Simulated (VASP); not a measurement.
Given:

```
CELL_PARAMETERS angstrom
      5.14854     0.00000     0.00000
     -2.57427     4.45877     0.00000
      0.00000     0.00000     3.83924
ATOMIC_POSITIONS crystal
  La 0.00000 0.00000 0.00000
  Ga 0.33333 0.66667 0.00000
  Ni 0.66667 0.33333 0.00000
  Ni 0.99354 0.49677 0.50000
  Ni 0.50323 0.00646 0.50000
  Ni 0.50323 0.49677 0.50000
```

Calculation: PBEsol GGA, VASP's PBE PAW potentials (set 64) (plane waves; VASP 6.6.1). Numerical set-up: 300 eV cut-off, 7×7×8 Γ-centred mesh, Fermi-Dirac smearing of 0.050 eV, potentials La Ga_d Ni.

At this cut-off the stress carries a Pulay error, which pulls relaxed volumes low.

Q: Predict the energy per atom (σ→0), pressure, band gap (on the k-mesh) with the smallest direct gap where there is one.

A: 
* **band gap (on the k-mesh)**: none (metal, semimetal or under 0.01 eV)
* **energy per atom (σ→0)**: -575.8 kJ/mol of atoms
* **pressure**: -2.63 GPa

The absolute energy has meaning only against runs of the same code, potentials and settings.

The structure comes from a computed database's LaGaNi4 entry; how it stands against other phases isn't given here. The cell was not relaxed at this level. The run is not spin-polarised, so no magnetic state was tried.
